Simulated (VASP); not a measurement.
Consider the following.

```yaml
crystal:
  lattice:
    - [1.94310, -3.36555, 0.00000]
    - [1.94310, 3.36555, 0.00000]
    - [0.00000, 0.00000, 6.26280]
  atoms:
    - { symbol: Sn, position: [0.00000, 0.00000, 0.00000] }
    - { symbol: Se, position: [0.33333, 0.66667, 0.25000] }
    - { symbol: Se, position: [0.66667, 0.33333, 0.75000] }
```

Calculation: PBE GGA, VASP's PBE PAW potentials (set 64) (plane waves; VASP 6.6.1). Numerical set-up: 400 eV cut-off, 6×6×3 Γ-centred mesh, Gaussian smearing of 0.050 eV, potentials Sn_d Se.

Q: Give the force on each atom (eV/Å).

A: 
```
atom     Fx     Fy      Fz
----  -----  -----  ------
Sn1   0.000  0.000   0.000
Se2   0.000  0.000   0.160
Se3   0.000  0.000  -0.160
```

Q: Give the stress tensor in GPa (positive for a compressed cell).

A: 
```
0.66  0.00  0.00
0.00  0.66  0.00
0.00  0.00  2.02
```
The pressure is its mean diagonal, 1.11 GPa.

The compound is SnSe2 in the 1T layered structure. The cell was not relaxed at this level.
